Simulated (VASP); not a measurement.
Energy against volume of Ba (bcc). Method: PW91 GGA, VASP's PBE PAW potentials (set 64) (plane waves; VASP 6.6.1). Numerical set-up: 520 eV cut-off, 10×10×10 Γ-centred mesh, first-order Methfessel-Paxton smearing of 0.10 eV, potentials Ba_sv.

```tsv
V (Å³/atom)	E (eV/atom)
60.849	-1.93249
62.731	-1.93405
64.613	-1.93257
66.495	-1.92834
```

**Question.** Fit these four points and predict the energy of the run at 58.967 Å³/atom.

**Answer.** A cubic in V^(−2/3), the third-order Birch-Murnaghan form, passes through the four points with V0 = 62.72 Å³/atom and B0 = 9 GPa, and gives -1.9276 eV/atom there. The run gave -1.9275 eV/atom, +0.1 meV/atom from the fit; all five points give B0 = 9 GPa.

The compound is Ba in the bcc structure. It was relaxed first.
